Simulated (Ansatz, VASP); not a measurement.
**Cross-check of NiO between VASP and Ansatz**

One calculation is typed for both programs; each brings its own data sets. How far apart do they land? The cell is taken from a series of runs on this material, whose earlier steps may have relaxed, scaled, displaced or heated it; both programs get it as it stands.

Main program and level: Ansatz 0.2.0; plane waves, with VASP 6.6.1 beside it; relaxation of cell and atoms at PBE with D4.

### Step 1. Set-up

The structure is cubic, space group Fm-3m (No. 225). Conventional cell: a = 4.172 Å, b = 4.172 Å, c = 4.172 Å, α = 90.00°, β = 90.00°, γ = 90.00°. Nearest to Ni lie 6 O at 2.09 Å. Nearest to O lie 6 Ni at 2.09 Å. Farther neighbours and most contacts between anions are not listed.

### Step 2. Ansatz: relaxation of cell and atoms, PBE with D4

Ansatz runs on its default PAW (the set named soft_2) files.

The relaxed volume is the usual yardstick between codes: in a stiff, nearly cubic crystal its relative difference is about their pressure difference at one cell divided by the bulk modulus.

The input, input.yaml:

```yaml
crystal:
  lattice:
    - [2.085901641, 2.085901641, 4.171803283]
    - [4.171803283, 2.085901641, 2.085901641]
    - [2.085901641, 4.171803283, 2.085901641]
  atoms:
    - { symbol: Ni, position: [0.0, 0.0, 0.0], spin: 1.5 }
    - { symbol: Ni, position: [0.5, 0.5, 0.5], spin: -1.5 }
    - { symbol: O, position: [0.25, 0.25, 0.25] }
    - { symbol: O, position: [0.75, 0.75, 0.75] }
magnetization:
  spin_polarized: true
kpoints:
  mp_grid: { grid: [10, 10, 10] }
scf:
  occupations: { method: fermi_dirac, width: 0.05 }
hamiltonian:
  xc: pbe
  pseudopotentials: { kind: paw }
  dispersion: d4
output:
  forces: true
  stress: true
  write_density: true
  write_potential: true
  elf: true
  volumetric_format: npy
relax:
  f_tol: 0.01
  max_steps: 60
  cell: {}
```

Started as:

```sh
> ansatz run input.yaml --threads 1 --pin off --max-ram 2048MiB --backend cpu --events-out ev --progress --plain --runs-dir out
```

Numbers of over 12 decimals in the logs are rounded to 6 here.

The program printed:

```text
basis.fft_grid_basis auto: the FFT boxes are laid along the combinations [[1, -1, 0], [0, 1, 0], [0, -1, 1]] of the cell's own vectors, 2.950, 5.109 and 2.950 Å long. The dense box has 20×36×20 points. Along the cell's own vectors, as sized, it would have 36×36×36, 3.24 times as many. Of the 12 symmetry operations that the crystal satisfies within crystal.symmetry.tolerance (time reversal apart; of a slab, those that [...]
Engine: ansatz 0.2.0, x86_64-unknown-linux-gnu
Pseudopotentials: kind: paw
Pseudopotential: Ni, paw, valence charge 18, recommended cutoff 420 eV (normal), Ni.paw.azcp
Pseudopotential: O, paw, valence charge 6, recommended cutoff 420 eV (normal), O.paw.azcp
Functional definition: PBE
  parameter kappa = 0.804
  parameter beta = 0.066725
  exchange = pbe_x(kappa = kappa, mu = beta*pi^2/3)
  correlation = pbe_c(beta = beta)
Crystal: 4 atoms, lattice volume = 36.303 Å³
Basis set: ecut = 420 eV, 683 PW (Γ), FFT grids on a1−a2, a2, −a2+a3, exchange–correlation on 40×72×40 points (8 copies of the dense FFT grid, shifted against one another)
Bands: 31, of which v1, the nominal top of the filled ones, is band 24 counted from 1 (23 counted from 0)
Symmetry: 12 space group operations
Space group: R-3m (ITA 166), of the structure as read, at distance tolerance 3.3e-5 Å
Magnetic group: BNS 166.102 (UNI 1332), of the structure as read, at distance tolerance 3.3e-5 Å
k-points: 116 of 1000
Non-local potential: Ni, projectors of the file, l = 0: 3, l = 1: 2, l = 2: 3, l = 3: 1
Non-local potential: O, projectors of the file, l = 0: 2, l = 1: 2, l = 2: 1
PAW form: soft (Blöchl's): semilocal exchange-correlation on the pseudo side does not see the compensation charge
PAW one-centre angular grid: Ni, 590 points (default); XC on 64 Gauss nodes
PAW one-centre angular grid: O, 110 points (default); XC on 64 Gauss nodes
Initial density: superposition of atomic densities (chi_scale 0.1, normalization cell, long waves kept (reshape's long-wave potential 0.00 eV rms))
Starting moments: Σ|m| = 3 μB on 2 of 4 sites
Starting magnetic order: antiferromagnet; a translation exchanges its spin sublattices: spin-degenerate at every k-point
Initial wavefunctions: pseudopotential atomic-orbital guess
Functional: x = pbe(κ = 0.804, μ = 0.219515), c = pbe(β = 0.066725)
SCF iter   1: F=—  HF=-12811.038266 eV  |F-HF|=—  |Δ(HF+E_count)|=         —  Δρ=1.24e-1 (↑1.24e-1 ↓1.24e-1)  dr2=1.34e1  dr2_m=4.34e-1  M=0.000 μB ∫|m|=2.504 μB  β_m=0.30  ethr=3.10e-3  ⟨swp⟩=5.5  Hψ=12688  notcnv=0  defer=35
Mixer restart at iter 1: flushing history
preconditioner: auto → none  [insulator: Δε(μ)=0.256 eV  Ē_g=11.965 eV  σ=0.050 eV  W_gap=0.84  n_scr=16 (ndim 8)  ℏωp=34.9 eV  f_vac=0.000  D(μ)=0.11/eV (n_scr^D=0)  ε∞_Penn≈9.5]
SCF iter   2: F=—  HF=-12812.765995 eV  |F-HF|=—  |Δ(HF+E_count)|=    1.73e0  Δρ=6.35e-2 (↑6.35e-2 ↓6.35e-2)  dr2=1.58e0  dr2_m=5.06e-1  M=0.000 μB ∫|m|=3.084 μB  β_m=0.28  ethr=3.10e-3  ⟨swp⟩=3.5  Hψ=8710  notcnv=0  defer=136
SCF iter   3: F=—  HF=-12812.233833 eV  |F-HF|=—  |Δ(HF+E_count)|=   5.32e-1  Δρ=3.73e-2 (↑3.73e-2 ↓3.73e-2)  dr2=2.57e-1  dr2_m=2.18e-1  M=0.000 μB ∫|m|=2.954 μB  β_m=0.52  ethr=3.10e-3  ⟨swp⟩=2.3  Hψ=5979  notcnv=0  defer=111
SCF iter   4: F=—  HF=-12813.090008 eV  |F-HF|=—  |Δ(HF+E_count)|=         —  Δρ=7.57e-3 (↑7.57e-3 ↓7.57e-3)  dr2=3.94e-2  dr2_m=3.43e-3  M=0.000 μB ∫|m|=3.010 μB  β_m=0.52  ethr=5.36e-4  ⟨swp⟩=2.3  Hψ=6053  notcnv=0  defer=120
Mixer restart at iter 4: flushing history
SCF iter   5: F=—  HF=-12813.115154 eV  |F-HF|=—  |Δ(HF+E_count)|=   2.51e-2  Δρ=5.64e-3 (↑5.64e-3 ↓5.64e-3)  dr2=1.77e-2  dr2_m=1.75e-3  M=0.000 μB ∫|m|=3.035 μB  β_m=0.45  ethr=8.21e-5  ⟨swp⟩=2.9  Hψ=7222  notcnv=0  defer=120
SCF iter   6: F=—  HF=-12813.106498 eV  |F-HF|=—  |Δ(HF+E_count)|=   8.66e-3  Δρ=2.75e-3 (↑2.75e-3 ↓2.75e-3)  dr2=7.09e-3  dr2_m=6.71e-4  M=0.000 μB ∫|m|=3.004 μB  β_m=0.39  ethr=3.69e-5  ⟨swp⟩=2.6  Hψ=7372  notcnv=0  defer=144
SCF iter   7: F=—  HF=-12813.110237 eV  |F-HF|=—  |Δ(HF+E_count)|=   3.74e-3  Δρ=1.20e-3 (↑1.20e-3 ↓1.20e-3)  dr2=8.69e-4  dr2_m=2.45e-4  M=0.000 μB ∫|m|=3.013 μB  β_m=0.54  ethr=1.48e-5  ⟨swp⟩=2.7  Hψ=5083  notcnv=0  defer=141
[...]
SCF iter   5: F=—  HF=-12813.115064 eV  |F-HF|=—  |Δ(HF+E_count)|=   1.57e-8  Δρ=3.56e-6 (↑3.56e-6 ↓3.56e-6)  dr2=3.92e-9  dr2_m=3.15e-9  M=0.000 μB ∫|m|=3.006 μB  β_m=0.76  ethr=2.14e-11  ⟨swp⟩=2.4  Hψ=5403  notcnv=0
SCF iter   6: F=-12813.115064 eV  HF=-12813.115064 eV  |F-HF|=4.42e-10  |Δ(HF+E_count)|=   1.03e-8  Δρ=8.51e-7 (↑8.51e-7 ↓8.51e-7)  dr2=5.40e-10  dr2_m=7.25e-11  M=0.000 μB ∫|m|=3.006 μB  ethr=8.16e-12  ⟨swp⟩=5.1  Hψ=19442  notcnv=0
WARN: dispersion: an atom stands within reach of a switch of its C6 between two reference coordination numbers of its element: through that C6 alone, e_disp changes by 0.025 eV or more while the distances to its neighbours run over a stretch of 0.05 Å that contains this geometry (sites counted from 0 in the run's list of atoms or, in a supercell that it derives, in that cell's: here a list of 4) — site 0 (Ni): coordination number 4.334 (about 3.46 to 5.21 with every neighbour 0.05 Å farther or nearer), switch near 3.801 between the references 5.918 (weight 0.99) and 1.684 (weight 0.00), e_disp changing by some 0.09 eV; [rest of the remark cut]
SCF 5 converged in 6 iterations: F = -12813.115064 eV  dr2 = 5.40e-10
relax step   5: F+E_penalty+E_count = -12813.11506434 eV  Δ(F+E_penalty+E_count) = -2.823e-5 eV  max|allowed force component| = 7.604e-29 eV/Å  Δτ_max = 0.0000 Å  P = +0.001 GPa  Ω = 36.046 Å³  energy of the carried Pulay correction = +2.624e-5 eV  (6 SCF iters, dr2 threshold 9.71e-9 eV, accepted)
iter 1 solved again at ethr=1.22e-8 eV; its pass at ethr=3.10e-3 eV (dr2=5.86e-6 eV) is discarded
SCF iter   1: F=—  HF=-12813.115044 eV  |F-HF|=—  |Δ(HF+E_count)|=         —  Δρ=9.22e-7 (↑9.22e-7 ↓9.22e-7)  dr2=2.49e-10  dr2_m=6.46e-11  M=0.000 μB ∫|m|=3.006 μB  β_m=0.65  ethr=1.22e-8  ⟨swp⟩=3.4  Hψ=23553  notcnv=0
eigensolver tolerance schedule: the retry pair's looser diagonalisation over-reported the residual by 23546.61 of it (diagonalisation noise at 0.10 of the residual, at the tolerance the schedule requests for it); recorded, not acted on — ethr = c·dr2/N_el stays at c = 1.0e-1
SCF iter   2: F=—  HF=-12813.115045 eV  |F-HF|=—  |Δ(HF+E_count)|=   1.46e-6  Δρ=3.04e-7 (↑3.04e-7 ↓3.04e-7)  dr2=2.37e-11  dr2_m=4.34e-12  M=0.000 μB ∫|m|=3.006 μB  β_m=0.55  ethr=1.00e-12  ⟨swp⟩=3.1  Hψ=9058  notcnv=0
SCF iter   3: F=-12813.115045 eV  HF=-12813.115045 eV  |F-HF|=1.82e-12  |Δ(HF+E_count)|=  2.73e-11  Δρ=1.76e-7 (↑1.76e-7 ↓1.76e-7)  dr2=1.08e-11  dr2_m=2.83e-12  M=0.000 μB ∫|m|=3.006 μB  ethr=1.00e-12  ⟨swp⟩=4.7  Hψ=17043  notcnv=0
WARN: dispersion: an atom stands within reach of a switch of its C6 between two reference coordination numbers of its element: through that C6 alone, e_disp changes by 0.025 eV or more while the distances to its neighbours run over a stretch of 0.05 Å that contains this geometry (sites counted from 0 in the run's list of atoms or, in a supercell that it derives, in that cell's: here a list of 4) — site 0 (Ni): coordination number 4.334 (about 3.46 to 5.21 with every neighbour 0.05 Å farther or nearer), switch near 3.801 between the references 5.918 (weight 0.99) and 1.684 (weight 0.00), e_disp changing by some 0.09 eV; [rest of the remark cut]
SCF 6 converged in 3 iterations: F = -12813.115045 eV  dr2 = 1.08e-11
relax step   6: F+E_penalty+E_count = -12813.11504534 eV  Δ(F+E_penalty+E_count) = +1.899e-5 eV  max|allowed force component| = 5.061e-29 eV/Å  Δτ_max = 0.0000 Å  P = +0.001 GPa  Ω = 36.046 Å³  stress off target by 3.20e-3 GPa  SCF on the basis re-selected at this cell (its energy is not comparable with the rows above)  (3 SCF iters)
basis re-selected at this cell: Δ(F+E_penalty+E_count) = +1.899e-5 eV, ΔP = -0.001 GPa vs the last step (what re-selecting the basis moved, of the pressure what is left beyond the Pulay correction that the steps carried, after the strain that the cell walked since its last selection, with what the two solves' SCF thresholds leave and, on support functions, any second-order correction that the steps lacked; it is no m [...]
SCF converged after 3 iterations
Magnetization: 0.0000 μB (24.0000 up, 24.0000 down)
Absolute magnetization: 3.0048 μB (∫|ρ↑−ρ↓|, with the PAW one-centre terms)
Spin contamination: 1.5045 ħ² per cell (⟨S²⟩ above its minimum at these occupations)
Per-site moments (μB) at R_I (Å): [(1.358980, 0.858410), (-1.358980, 0.858410), (3.135962183958655e-16, 0.858410), (-3.0428187904378373e-16, 0.858410)]
Free energy (F): -12813.115045 eV
Harris-Foulkes:  -12813.115045 eV  (|F-HF|=1.82e-12)
Internal energy: -12813.115040 eV  (E = F + TS)
E sigma→0 (E₀):  -12813.115043 eV
Entropy (-TS):   -0.000006 eV (-0.001 meV/atom)
Fermi energy:    14.656269 eV
--- Per-component energies (eV) ---
  E_band       = -643.728642
  E_kinetic    = 905.227976
  E_local      = -7963.586029  (includes V_loc(G=0)·N_el)
  E_nonlocal   = 1385.599056
  E_hartree    = 3283.155133
  E_xc         = -312.458524
  E_vxc        = -400.853827  (∫ρ·V_xc dr)
  E_paw        = -3584.784402  (= ΣΔE_a)
  E_vpaw       = -1136.432572  (= ΣTr[D̂ρ^β])
  E_aug_tail   = 0.006202  (compensation charges beyond the density's cutoff)
  E_ewald      = -6525.029674
  E_disp       = -1.244777  (pairwise vdW)
  E_smearing   = -0.000006  (= −TS)
  E_closure    = 0.000000  (closes the sum)
  Σ components = -12813.115045   (vs F -12813.115045, Δ=0.00e0)
--- Forces (eV/Å), atoms counted from 1 ---
  atom   1  Ni     0.00000000     0.00000000    -0.00000000
  atom   2  Ni     0.00000000    -0.00000000    -0.00000000
  atom   3  O      0.00000000     0.00000000     0.00000000
  atom   4  O     -0.00000000    -0.00000000    -0.00000000
  max |Σ_I F_I| component: 2.02e-28 eV/Å
--- Stress (GPa, compression-positive) ---
        0.000769      -0.001982      -0.001982
       -0.001982       0.000769      -0.001982
       -0.001982      -0.001982       0.000769
  P = ⅓ Tr σ = 0.0008 GPa (0.008 kbar)
--- Band table (eV; the first three rows and the last of 232) ---
  k-point 0 ↑: bands = [... 20 lower, 12.5950, 13.5445, 13.5445, 13.8366, 16.2387, 16.2387, 16.3455, 20.2561, ... 3 higher]
  k-point 1 ↑: bands = [... 20 lower, 13.0755, 13.5850, 13.6220, 13.8181, 15.8889, 16.1717, 17.0211, 20.8827, ... 3 higher]
  k-point 2 ↑: bands = [... 20 lower, 13.3106, 13.6619, 13.7497, 13.8855, 15.4505, 16.0112, 18.5063, 22.2448, ... 3 higher]
  k-point 115 ↓: bands = [... 20 lower, 13.3246, 13.4729, 14.0412, 14.0412, 15.6923, 15.6923, 19.0143, 19.1480, ... 3 higher]
--- Relaxed structure (4 steps of the walk, 4 accepted, 2 SCFs on fresh bases) ---
  F+E_penalty+E_count = -12813.11504534 eV   max|allowed force component| = 5.061e-29 eV/Å   (the final SCF, on the basis selected at the relaxed cell)
  cell:  # Å, volume = 36.0460 Å³
    - [2.065666, 2.065666, 4.151753]
    - [4.151753, 2.065666, 2.065666]
    - [2.065666, 4.151753, 2.065666]
  atoms:
    - { symbol: Ni, position: [0, 0, 0] }
    - { symbol: Ni, position: [0.5, 0.5, 0.5] }
    - { symbol: O, position: [0.250000, 0.250000, 0.250000] }
    - { symbol: O, position: [0.750000, 0.75, 0.75] }
```

In the SCF lines HF is the Harris–Foulkes energy and dr2 the Hartree energy of the density residual, in eV; the loop may stop once dr2 is under the threshold and the program's other checks hold. Hψ counts applications of the Hamiltonian.

(Part 1 of 2 ends here.)

[Lines on the potential files, build, host, timing and source positions are cut from VASP's logs without a mark.]

[Logs are printed without paths, hosts, clocks, repeated set-up lines and the standing remarks that a program may print on its own settings, such as how far it seeks lower states.]

[Hosts, paths, dates, database ids (printed as entryN), source tags and the programs' standing remarks are cut or masked in the printed files.]
